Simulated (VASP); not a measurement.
Calculation: r2SCAN meta-GGA, VASP's PBE PAW potentials (set 64) (plane waves; VASP).

VASP input:

**KPOINTS**
```
Automatic mesh
0
Gamma
12 12 12
0 0 0
```

**INCAR**
```
SYSTEM = Sr
PREC = Normal; ENCUT = 400; LREAL = .FALSE.
LASPH = .TRUE.
EDIFF = 1E-5; NELM = 100; NELMIN = 4
ALGO = Normal; LMAXMIX = 4; LMIXTAU = .TRUE.
ISMEAR = 1; SIGMA = 0.1
METAGGA = R2SCAN
IBRION = 2; NSW = 20; ISIF = 2
EDIFFG = -0.03
LWAVE = .FALSE.; LCHARG = .FALSE.
```

**POSCAR**
```
Sr
1
   -0.0000000000     3.0470470064     3.0470470064
    3.0470470064    -0.0000000000     3.0470470064
    3.0470470064     3.0470470064    -0.0000000000
Sr
1
Direct
  0.0000000000   0.0000000000   0.0000000000
```

POTCAR, in this order: Sr_sv (PBE.64 set). Program: vasp_std.

The resulting files:

**OSZICAR**
```
       N       E                     dE             d eps       ncg     rms          rms(c)
DAV:   1     0.187717663458E+02    0.18772E+02   -0.44000E+03  1312   0.806E+02
DAV:   2    -0.170480209349E+02   -0.35820E+02   -0.35559E+02  1451   0.159E+02
DAV:   3    -0.187756906192E+02   -0.17277E+01   -0.17151E+01  2134   0.276E+01
DAV:   4    -0.188098516304E+02   -0.34161E-01   -0.34131E-01  1892   0.386E+00
DAV:   5    -0.188107200622E+02   -0.86843E-03   -0.86788E-03  2103   0.337E-01    0.731E+00
DAV:   6    -0.148939347417E+02    0.39168E+01   -0.32838E+00  1363   0.941E+00    0.662E+00
DAV:   7    -0.149699719064E+02   -0.76037E-01   -0.54267E-01  1586   0.619E+00    0.591E+00
DAV:   8    -0.160112206932E+02   -0.10412E+01   -0.58609E-01  1416   0.598E+00    0.325E+00
DAV:   9    -0.150690904267E+02    0.94213E+00   -0.78643E-01  1393   0.564E+00    0.414E-01
DAV:  10    -0.149272449116E+02    0.14185E+00   -0.80145E-02  1470   0.290E+00    0.310E-01
DAV:  11    -0.149769979804E+02   -0.49753E-01   -0.14650E-02  1383   0.121E+00    0.256E-01
DAV:  12    -0.151181457467E+02   -0.14115E+00   -0.61239E-02  1348   0.228E+00    0.332E-01
DAV:  13    -0.151163905215E+02    0.17552E-02   -0.13875E-03  2058   0.262E-01    0.251E-01
DAV:  14    -0.151141828836E+02    0.22076E-02   -0.10655E-04  1643   0.950E-02    0.222E-01
DAV:  15    -0.150966007182E+02    0.17582E-01   -0.97784E-03  1305   0.109E+00    0.249E-01
DAV:  16    -0.150957182848E+02    0.88243E-03   -0.21485E-03  1636   0.516E-01    0.390E-01
DAV:  17    -0.150958072454E+02   -0.88961E-04   -0.91106E-05  2068   0.418E-02    0.393E-01
DAV:  18    -0.150975264873E+02   -0.17192E-02   -0.36042E-04  1412   0.118E-01    0.385E-01
DAV:  19    -0.151008701055E+02   -0.33436E-02   -0.86046E-04  1311   0.251E-01    0.572E-01
DAV:  20    -0.151006029904E+02    0.26712E-03   -0.16943E-04  1707   0.158E-01    0.439E-01
DAV:  21    -0.150991902352E+02    0.14128E-02   -0.46413E-04  1313   0.204E-01    0.200E-01
DAV:  22    -0.150991663876E+02    0.23848E-04   -0.12645E-03  1305   0.370E-01    0.190E-01
DAV:  23    -0.150966204410E+02    0.25459E-02   -0.80843E-04  1309   0.200E-01    0.137E-01
DAV:  24    -0.150945591221E+02    0.20613E-02   -0.86623E-04  1306   0.164E-01    0.142E-01
DAV:  25    -0.150942556298E+02    0.30349E-03   -0.10744E-04  1820   0.119E-01    0.175E-01
DAV:  26    -0.150940292784E+02    0.22635E-03   -0.11266E-04  1306   0.853E-02    0.137E-01
DAV:  27    -0.150939588124E+02    0.70466E-04   -0.34155E-05  1386   0.621E-02    0.111E-01
DAV:  28    -0.150939182378E+02    0.40575E-04   -0.28859E-05  1312   0.513E-02    0.823E-02
DAV:  29    -0.150939348082E+02   -0.16570E-04   -0.21706E-05  1632   0.498E-02    0.561E-02
DAV:  30    -0.150939474234E+02   -0.12615E-04   -0.17288E-05  1311   0.439E-02    0.345E-02
DAV:  31    -0.150939576069E+02   -0.10183E-04   -0.55858E-06   668   0.291E-02    0.222E-02
DAV:  32    -0.150939754111E+02   -0.17804E-04   -0.58140E-06   671   0.233E-02    0.155E-02
DAV:  33    -0.150939741278E+02    0.12834E-05   -0.22142E-06   666   0.151E-02
   1 F= -.15093974E+02 E0= -.15093380E+02  d E =-.150940E+02
```

File OUTCAR:
```
------------------------ aborting loop because EDIFF is reached ----------------------------------------
  FORCE on cell =-STRESS in cart. coord.  units (eV):
  Direction    XX          YY          ZZ          XY          YZ          ZX
  --------------------------------------------------------------------------------------
  Total        0.0068843      0.0068843      0.0068843      0.0000000      0.0000000     -0.0000000
  in kB        0.1949409      0.1949409      0.1949409      0.0000000      0.0000000     -0.0000000
  external PRESSURE =       0.1949409 kB  Pullay stress =       0.0000000 kB
  volume of cell :       56.58
      direct lattice vectors                 reciprocal lattice vectors
     0.000000000  3.047047006  3.047047006    -0.164093300  0.164093300  0.164093300
     3.047047006  0.000000000  3.047047006     0.164093300 -0.164093300  0.164093300
     3.047047006  3.047047006  0.000000000     0.164093300  0.164093300 -0.164093300
 POSITION                                       TOTAL-FORCE (eV/Angst)
 -----------------------------------------------------------------------------------
      0.00000      0.00000      0.00000         0.000000      0.000000      0.000000
 -----------------------------------------------------------------------------------
    total drift:                                0.000000      0.000000     -0.000000
  FREE ENERGIE OF THE ION-ELECTRON SYSTEM (eV)
  ---------------------------------------------------
  free  energy   TOTEN  =       -15.0939741278 eV

  energy  without entropy=      -15.0921908586  energy(sigma->0) =      -15.09337970

 reached required accuracy - stopping structural energy minimisation
```
(Selected blocks of OUTCAR.)

The compound is Sr in the fcc structure. It was relaxed first.
